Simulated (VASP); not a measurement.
Calculation: PBE GGA, VASP's PBE PAW potentials (set 64) (plane waves; VASP).

The input files of a VASP run:

**INCAR**
```
SYSTEM = CdSe
PREC = Accurate; ENCUT = 300; LREAL = .FALSE.
LASPH = .TRUE.
EDIFF = 1E-6; NELM = 100; ALGO = Normal
LMAXMIX = 4
ISMEAR = -1; SIGMA = 0.05
GGA = PE
ISIF = 2
LWAVE = .FALSE.; LCHARG = .FALSE.
```

File POSCAR:
```
CdSe
1
    0.0000000000     3.0250000000     3.0250000000
    3.0250000000     0.0000000000     3.0250000000
    3.0250000000     3.0250000000     0.0000000000
Cd Se
1 1
Direct
  0.0000000000   0.0000000000   0.0000000000
  0.2500000000   0.2500000000   0.2500000000
```

### KPOINTS
```
Regular mesh
0
gamma
9 9 9
0 0 0
```

POTCAR, in this order: Cd Se (PBE.64 set). Program: vasp_std.

At this cut-off the stress carries a Pulay error, which pulls relaxed volumes low.

**Question.** Predict the energy per atom (σ→0), pressure, band gap (on the k-mesh).

**Answer.** 
The energy per atom (σ→0) is -2.721 eV/atom and the band gap (on the k-mesh) is 0.64 eV. The pressure is 4.12 GPa.

**OSZICAR**
```
...
DAV:   6    -0.546650253869E+01    0.35130E+00   -0.63593E-01  1108   0.103E+01    0.531E+00
DAV:   7    -0.544248695049E+01    0.24016E-01   -0.17547E-01  1005   0.306E+00    0.218E+00
DAV:   8    -0.544272897727E+01   -0.24203E-03   -0.15754E-02   920   0.177E+00    0.253E-01
DAV:   9    -0.544281353914E+01   -0.84562E-04   -0.20454E-03  1050   0.674E-01    0.508E-02
DAV:  10    -0.544287800773E+01   -0.64469E-04   -0.22845E-04   945   0.212E-01    0.443E-02
DAV:  11    -0.544291736323E+01   -0.39355E-04   -0.68357E-05   920   0.626E-02    0.113E-02
DAV:  12    -0.544291691296E+01    0.45027E-06   -0.67165E-06  1090   0.372E-02
   1 F= -.54429169E+01 E0= -.54429124E+01  d E =-.902620E-05
```

The structure is a typed CdSe crystal (F-43m). The cell was not relaxed at this level.
